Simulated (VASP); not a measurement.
A cell of W (bcc) near equilibrium:

```
W
1.0
   -1.58632     1.58632     1.58632
    1.58632    -1.58632     1.58632
    1.58632     1.58632    -1.58632
W
1
Direct
  0.00000   0.00000   0.00000
```

Calculation: r2SCAN meta-GGA, VASP's PBE PAW potentials (set 64) (plane waves; VASP).

```csv
run,ΔE (meV/atom),σxx,σyy,σzz,"largest shear component, with its sign (GPa)",largest force (eV/Å)
as it is,0.0,0.07,0.07,0.07,0.00,0.000
after one change,6.6,-6.82,-6.82,-4.04,0.00,0.000
```
Stress is in GPa, positive when the cell is compressed.

Task: What was changed between the two runs?
A) biaxial strain of +2.0 % in the yz plane
B) biaxial strain of +1.0 % in the xy plane
C) biaxial strain of -0.5 % in the yz plane
D) biaxial strain of +2.0 % in the xz plane

Result: B, biaxial strain of +1.0 % in the xy plane

The compound is W in the bcc structure.
